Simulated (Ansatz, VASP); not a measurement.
# Re (Rhenium): VASP beside Ansatz, part 2 of 2

Aim: how closely do two programs agree when they are given the same cell, functional and k mesh? The cell is taken from a series of runs on this material, whose earlier steps may have relaxed, scaled, displaced or heated it; both programs get it as it stands.

VASP 6.6.1 and Ansatz 0.2.0.

So far: The starting structure; Ansatz: zone-centre phonons, PBEsol; VASP: zone-centre phonons, PBEsol.

## Step 3: VASP: zone-centre phonons, PBEsol (continued)

Level of this step: PBEsol; plane waves and PAW (Re) (VASP).

Numbers of over 12 decimals in the logs are rounded to 6 here.

Parts of OUTCAR (step 3):

```text
ion  position               nearest neighbor table
   1  0.333  0.667  0.250-   2 2.70   2 2.70   2 2.70   2 2.70   2 2.70   2 2.70
   2  0.667  0.333  0.750-   1 2.70   1 2.70   1 2.70   1 2.70   1 2.70   1 2.70

  LATTYP: Found a hexagonal cell.
 ALAT       =     2.7658631263
 C/A-ratio  =     1.5736602298

 Subroutine GETGRP returns: Found 24 space group operations
 (whereof 12 operations were pure point group operations)

The static configuration has the point symmetry D_3d.
 The point group associated with its full space group is D_6h.

 Found    259 irreducible k-points:

   k-points           NKPTS =    259   k-points in BZ     NKDIM =    259   number of bands    NBANDS=     13

   dimension x,y,z NGX =    24 NGY =   24 NGZ =   36
   dimension x,y,z NGXF=    48 NGYF=   48 NGZF=   72

   ENCUT  =  600.0 eV  44.10 Ry    6.64 a.u.   5.52  5.52  8.69*2*pi/ulx,y,z

   NELECT =      14.0000    total number of electrons

 k-points in reciprocal lattice and weights: Automatic mesh
   0.00000000  0.00000000  0.00000000       0.000
   0.05555556  0.00000000  0.00000000       0.002
   0.11111111  0.00000000  0.00000000       0.002
   0.16666667  0.00000000  0.00000000       0.002
   0.22222222  0.00000000  0.00000000       0.002
   0.27777778 -0.00000000  0.00000000       0.002
   0.33333333  0.00000000  0.00000000       0.002
   0.38888889 -0.00000000  0.00000000       0.002
   0.44444444  0.00000000  0.00000000       0.002
[...]
0.33333333  0.27777778  0.50000000       0.003
   0.33333333  0.33333333  0.50000000       0.001

 average (electrostatic) potential at core
       1 -38.6635       2 -38.6635

  Total        0.0501943      0.0501943      2.1777589      0.0000000      0.0000000      0.0000000
  in kB        2.7888919      2.7888919    121.0003792      0.0000000      0.0000000      0.0000000
  external PRESSURE =      42.1927210 kB  Pullay stress =       0.0000000 kB

  energy-cutoff  :      600.00
  volume of cell :       28.84
      direct lattice vectors                 reciprocal lattice vectors
     2.765863126  0.000000000  0.000000000     0.361550791  0.208741446  0.000000000
    -1.382931563  2.395307731  0.000000000     0.000000000  0.417482893  0.000000000
     0.000000000  0.000000000  4.352528803     0.000000000  0.000000000  0.229751495

 POSITION                                       TOTAL-FORCE (eV/Angst)
 -----------------------------------------------------------------------------------
      0.00000      1.59687      1.08813        -0.000000     -0.000000      0.000000
      1.38293      0.79844      3.26440         0.000000      0.000000      0.000000
 -----------------------------------------------------------------------------------
    total drift:                               -0.000000      0.000000     -0.000000

 Eigenvectors and eigenvalues of the dynamical matrix
 ----------------------------------------------------

   1 f  =    3.631053 THz    22.814582 2PiTHz  121.118906 cm-1    15.016824 meV
             X         Y         Z           dx          dy          dz
      0.000000  1.596872  1.088132     0.000000    0.000000    0.707107
      1.382932  0.798436  3.264397    -0.000000   -0.000000   -0.707107

   2 f  =    3.552966 THz    22.323943 2PiTHz  118.514183 cm-1    14.693879 meV
             X         Y         Z           dx          dy          dz
      0.000000  1.596872  1.088132    -0.332713   -0.623941   -0.000000
      1.382932  0.798436  3.264397     0.332713    0.623941   -0.000000

   3 f  =    3.552966 THz    22.323943 2PiTHz  118.514183 cm-1    14.693879 meV
             X         Y         Z           dx          dy          dz
      0.000000  1.596872  1.088132    -0.623941    0.332713    0.000000
      1.382932  0.798436  3.264397     0.623941   -0.332713    0.000000

   4 f  =    0.000000 THz     0.000000 2PiTHz    0.000001 cm-1     0.000000 meV
             X         Y         Z           dx          dy          dz
      0.000000  1.596872  1.088132     0.269658   -0.536781    0.373029
      1.382932  0.798436  3.264397     0.269658   -0.536781    0.373029

   5 f  =    0.000000 THz     0.000000 2PiTHz    0.000001 cm-1     0.000000 meV
             X         Y         Z           dx          dy          dz
      0.000000  1.596872  1.088132    -0.652918   -0.201833    0.181553
      1.382932  0.798436  3.264397    -0.652918   -0.201833    0.181553

   6 f/i=    0.000000 THz     0.000000 2PiTHz    0.000003 cm-1     0.000000 meV
             X         Y         Z           dx          dy          dz
      0.000000  1.596872  1.088132    -0.031346   -0.413678   -0.572615
      1.382932  0.798436  3.264397    -0.031346   -0.413678   -0.572615

 ELASTIC MODULI CONTR FROM IONIC RELAXATION (kBar)
 Direction    XX          YY          ZZ          XY          YZ          ZX
 --------------------------------------------------------------------------------
 XX        -202.6873    202.6873      0.0000     -0.0000     -0.0000      0.0000
 YY         202.6873   -202.6873     -0.0000     -0.0000     -0.0000      0.0000
 ZZ           0.0000     -0.0000     -0.0000      0.0000      0.0000     -0.0000
 XY          -0.0000     -0.0000      0.0000   -202.6873     -0.0000      0.0000
 YZ          -0.0000     -0.0000      0.0000     -0.0000     -0.0000      0.0000
 ZX           0.0000      0.0000     -0.0000      0.0000      0.0000     -0.0000
 --------------------------------------------------------------------------------
```

## Step 4: Side by side

Known differences besides the potentials themselves: the data sets hold 30 valence electrons in Ansatz (on its PAW soft_1 files) and 14 in VASP; the cutoff is 420 eV in Ansatz and 600 eV in VASP; Ansatz makes its cores anew for this functional, VASP keeps those of its PBE data sets. Total energies have different zeros and are not compared.

Compared:

| quantity | Ansatz | VASP | difference |
| --- | --- | --- | --- |
| optical mode 1 to 2 (cm⁻¹) | 120.2 | 118.5 | +1.40 % |
| optical mode 3 (cm⁻¹) | 126.2 | 121.1 | +4.20 % |

Modes are paired by rising frequency, not by their patterns, so a pair may set unlike modes beside each other; they are those without the splitting of longitudinal modes.

## Step 5: Outcome

```yaml
r_m_s_difference_of_the_optical_zone_centre_modes_each_program_s_sorted_by_frequency_zone_centre_phonons_pbesol: 3.2 cm⁻¹
difference_in_optical_mode_3_zone_centre_phonons_pbesol: +4.2 %
```

What this shows: The r.m.s. difference of the optical zone-centre modes, each program's sorted by frequency is 3.2 cm⁻¹ (zone-centre phonons, PBEsol). The data sets hold unlike numbers of valence electrons (30 in Ansatz and 14 in VASP), so part of the differences comes from the potentials. Among the rows given in per cent, the largest difference of the zone-centre phonons, PBEsol pair is in optical mode 3, +4.2 %. Such differences can come from data sets, numerical settings and the points named under the comparisons, not from the functional's error against experiment.

[Lines on the potential files, build, host, timing and source positions are cut from VASP's logs without a mark.]

[Logs are printed without paths, hosts, clocks, repeated set-up lines and the standing remarks that a program may print on its own settings, such as how far it seeks lower states.]

[Hosts, paths, dates, database ids (printed as entryN), source tags and the programs' standing remarks are cut or masked in the printed files.]
